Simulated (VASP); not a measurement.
Set up this calculation in VASP 6.6.1, as the native input.

| Quantity | Value |
| --- | --- |
| Task | single point |
| Functional | BEEF-vdW |
| Potentials or basis | VASP PAW PBE potentials, release 64 (Cl, B, Br) |
| Cutoff | 520 eV |
| k mesh | 1 × 1 × 1 |
| Occupations | gaussian, width 0.01 eV |
| Spin | no spin polarisation |
| Further INCAR settings | ALGO = Normal; EDIFF = 1e-06; NBANDS = 20 |

The structure of Cl2BBr lies in POSCAR:

```
BBrCl2
1.0
   11.0000000000      0.0000000000      0.0000000000
    0.0000000000     12.0000000000      0.0000000000
    0.0000000000      0.0000000000     12.0000000000
Cl B Br
2 1 1
Cartesian
    6.3081000400      7.0310499600      7.3832000400
    6.1702999600      4.6858500000      5.5068000000
    5.7631999700      6.3269499600      5.8944999600
    4.7179000000      7.3561500000      4.6848000000
```

These files were run (other wordings do the same):

INCAR

```
PREC     = Accurate       # precision mode
ENCUT    = 520            # plane-wave cutoff, eV
EDIFF    = 1E-6           # SCF threshold, eV
ISMEAR   = 0              # smearing method
SIGMA    = 0.01           # smearing width, eV
LREAL    = False          # projectors in reciprocal space
LASPH    = True           # aspherical terms in the spheres
NELM     = 80             # most SCF steps
ALGO     = Normal         # electronic algorithm
ISIF     = 2              # what is computed and relaxed
LWAVE    = False          # write WAVECAR
LCHARG   = True           # write CHGCAR
GGA      = BF             # functional
LUSE_VDW = True         
ZAB_VDW  = -1.8867      
LELF     = True           # ELF
LVHAR    = True         
LVACPOTAV= True         
NBANDS   = 20             # bands
```

KPOINTS

```
regular mesh
0
Gamma
  1 1 1
```

Potentials or basis: VASP PAW PBE potentials, release 64 (Cl, B, Br).

The run is started by

```console
$ cat potpaw_PBE.64/Cl/POTCAR potpaw_PBE.64/B/POTCAR potpaw_PBE.64/Br/POTCAR > POTCAR
$ mpirun -np 1 vasp_gam > vasp.out
```

It gave:

```yaml
Largest_force: 0.316 eV/Å
Gap_between_the_frontier_levels: 4.66 eV
```

Caveat: the PAW data sets were made with another functional, which shifts forces and pressure a little.

It took 14 min on 1 thread of AMD EPYC 9R45 (Zen 5) (shared host), peak memory 4.1 GiB.
